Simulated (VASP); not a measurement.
```
KTaO3
1.0
    4.01632     0.00000     0.00000
    0.00000     4.01632     0.00000
    0.00000     0.00000     4.01632
K Ta O
1 1 3
Direct
  0.00000   0.00000   0.00000
  0.50000   0.50000   0.50000
  0.50000   0.00000   0.50000
  0.00000   0.50000   0.50000
  0.50000   0.50000   0.00000
```

All values below come from optB88-vdW, VASP's PBE PAW potentials (set 64) (plane waves; VASP). Settings: 520 eV cut-off, 6×6×6 Γ-centred mesh, tetrahedra with Blöchl corrections, potentials K_sv Ta_pv O.

The cores are frozen, which limits the accuracy of field gradients.

### Question
Give the principal components of the electric field gradient (V/Å²) and the asymmetry η at each nucleus.

### Answer

```json
[
 {"atom": "K1", "Vxx": "0.0", "Vyy": "0.0", "Vzz": "0.0", "η": "-"},
 {"atom": "Ta2", "Vxx": "0.0", "Vyy": "0.0", "Vzz": "0.0", "η": "-"},
 {"atom": "O3", "Vxx": "-10.1", "Vyy": "-10.1", "Vzz": "20.2", "η": "0.00"},
 {"atom": "O4", "Vxx": "-10.1", "Vyy": "-10.1", "Vzz": "20.2", "η": "0.00"},
 {"atom": "O5", "Vxx": "-10.1", "Vyy": "-10.1", "Vzz": "20.2", "η": "0.00"}
]
```

The compound is KTaO3 in the cubic perovskite structure. It was relaxed first.
